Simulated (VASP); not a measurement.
The system is InSe.

```
In Se
1.0
     4.05000    0.00000    0.00000
    -2.02500    3.50740    0.00000
     0.00000    0.00000   16.93000
In Se
4 4
Direct
  0.33333 0.66667 0.15700
  0.66667 0.33333 0.65700
  0.33333 0.66667 0.34300
  0.66667 0.33333 0.84300
  0.33333 0.66667 0.60200
  0.66667 0.33333 0.10200
  0.33333 0.66667 0.89800
  0.66667 0.33333 0.39800
```

| Property | Result |
| --- | --- |
| Program | VASP 6.6.1 |
| Task | relaxation of cell and atoms |
| Functional | PBE |
| Potentials or basis | VASP PAW PBE potentials, release 64 (In, Se) |
| Cutoff | 300 eV |
| k mesh | 5 × 5 × 1 |
| Occupations | gaussian, width 0.03 eV |
| Spin | no spin polarisation |

At the start: pressure 9.0 GPa; volume 30.06 Å³/atom.

Task: How do energy, volume and symmetry change on relaxing?

Result: Over 30 steps the energy falls by 275.4 meV/atom and the volume is 33.78 Å³/atom (+12.4 %); space group P6_3/mmc (No. 194, to 0.05 Å).

The path:
```csv
step,energy change (eV),largest force (eV/Å),pressure (GPa),volume (Å³)
1,0.0000,3.1160,8.98,240.49
2,-1.1390,0.6792,-4.80,303.33
3,-1.8221,0.8072,-1.50,275.64
4,-1.8219,0.8464,-1.38,274.91
5,-2.0064,0.4670,-0.82,266.22
6,-2.0731,0.1109,-0.03,257.45
7,-2.1247,0.1035,0.27,254.49
8,-2.1548,0.1917,0.79,249.92
9,-2.1466,0.3157,-0.61,255.58
10,-2.1646,0.0918,0.17,252.32
11,-2.1683,0.0914,0.06,253.50
12,-2.1692,0.0903,-0.12,255.26
13,-2.1695,0.0905,-0.06,254.65
14,-2.1722,0.0461,0.04,255.03
15,-2.1738,0.0969,0.16,255.52
16,-2.1764,0.0942,0.07,256.54
17,-2.1819,0.0854,-0.17,259.59
18,-2.1833,0.0884,-0.61,265.73
19,-2.1842,0.0751,-0.45,263.34
20,-2.1857,0.0771,-0.42,263.58
21,-2.1897,0.0821,-0.36,264.29
22,-2.1958,0.0914,-0.21,265.70
23,-2.2013,0.1121,0.12,268.46
24,-2.2032,0.0327,0.02,269.72
25,-2.2035,0.0226,-0.04,270.56
26,-2.2035,0.0183,-0.03,270.43
27,-2.2035,0.0171,-0.03,270.38
28,-2.2034,0.0114,0.00,270.05
29,-2.2035,0.0158,-0.02,270.34
30,-2.2035,0.0073,0.00,270.21
```

Final structure:
```yaml
crystal:
  lattice:
    - [4.09906, 0.00000, 0.00000]
    - [-2.04953, 3.54989, 0.00000]
    - [0.00000, 0.00000, 18.56986]
  atoms:
    - { symbol: In, position: [0.33333, 0.66667, 0.17415] }
    - { symbol: In, position: [0.66667, 0.33333, 0.67415] }
    - { symbol: In, position: [0.33333, 0.66667, 0.32585] }
    - { symbol: In, position: [0.66667, 0.33333, 0.82585] }
    - { symbol: Se, position: [0.33333, 0.66667, 0.60515] }
    - { symbol: Se, position: [0.66667, 0.33333, 0.10515] }
    - { symbol: Se, position: [0.33333, 0.66667, 0.89485] }
    - { symbol: Se, position: [0.66667, 0.33333, 0.39485] }
```

Caveat: this functional lacks dispersion, which binds the layers, so the pressure and a relaxed spacing across them are unreliable; the volume moved by +12 % from the deposited cell, more than functionals usually miss.
